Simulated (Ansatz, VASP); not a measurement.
# Two plane-wave programs on CsLiCr2Te2S3

```
Cs Li Cr Te S
1.0
     3.31929    1.91639    6.87982
    -3.31929    1.91639    6.87982
     0.00000   -3.83279    6.87982
Cs Li Cr Te S
1 1 2 2 3
Direct
  0.00000 0.00000 0.00000
  0.50000 0.50000 0.50000
  0.79848 0.79848 0.79848
  0.20152 0.20152 0.20152
  0.67990 0.67990 0.67990
  0.32010 0.32010 0.32010
  0.13626 0.86374 0.50000
  0.50000 0.13626 0.86374
  0.86374 0.50000 0.13626
```

The cell was built by a generator and needn't be a form met in nature.

Alike in both runs: functional PBE; k mesh 5 × 5 × 5; occupations fermi-dirac, width 0.05 eV; collinear spin, ferromagnetic start.

|  | VASP | Ansatz |
| --- | --- | --- |
| version | VASP 6.6.1 | Ansatz 0.2.0 |
| potentials or method | VASP PAW PBE potentials, release 64 (Cs_sv, Li_sv, Cr_pv, Te, S) | Ansatz PAW |
| plane-wave cutoff (eV) | 520 | 420 |
| valence electrons in the cell | 66 | 90 |
| task | electron localisation function | electric field gradients |

Ansatz gave:

| Quantity | Value |
| --- | --- |
| gap on the k mesh at the Fermi level (eV) | none |
| rms of the force components (eV/Å) | 0.003 |
| net moment per atom (μB) | 0.44 |
| size of the moment on the site where the two differ most (μB) | 2.07 |

Question: What did VASP give for the same quantities?

Answer: gap on the k mesh at the Fermi level (eV): none; rms of the force components (eV/Å): 0.005; net moment per atom (μB): 0.44; size of the moment on the site where the two differ most (μB): 2.32.

Site moments also hang on the region over which each program counts them. Atom by atom the forces differ by 0.003 eV/Å (rms over components). A gap of «none» marks a metal or a gap that the smearing closes. The two sets of potentials don't hold the same shells in valence.

Caveats: only a ferromagnetic start was run, and an antiferromagnetic order may lie lower in energy. With open d or f shells a metallic result of PBE can be an artefact of self-interaction; +U or a hybrid may open a gap. The runs have no spin-orbit coupling, so splittings on Cs, Te are missing.
